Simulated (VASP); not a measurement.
```
AlFe
1.0
    2.76156     0.00000     0.00000
    0.00000     2.76156     0.00000
    0.00000     0.00000     2.76156
Al Fe
1 1
Direct
  0.50000   0.50000   0.50000
  0.00000   0.00000   0.00000
```

Calculation: PBEsol GGA, VASP's PBE PAW potentials (set 64) (plane waves; VASP 6.6.1). Settings: 500 eV cut-off, 13×13×13 Γ-centred mesh, first-order Methfessel-Paxton smearing of 0.10 eV, potentials Al Fe.

Problem. What does the run give for the energy per atom (σ→0), pressure, band gap (on the k-mesh) with the smallest direct gap where there is one?

Solution. 
```
Quantity                                                     Value
------------------------  ----------------------------------------
band gap (on the k-mesh)  none (metal, semimetal or under 0.01 eV)
energy per atom (σ→0)                               -6796 meV/atom
pressure                                                 19.90 GPa
```

Total energies compare only between runs with the same potentials, cut-off and functional.

The compound is FeAl in the CsCl type structure. It was relaxed first under an external pressure of 20 GPa. The run is not spin-polarised, so no magnetic state was tried. The electron count is odd and the run is not spin-polarised, which forces a metal.
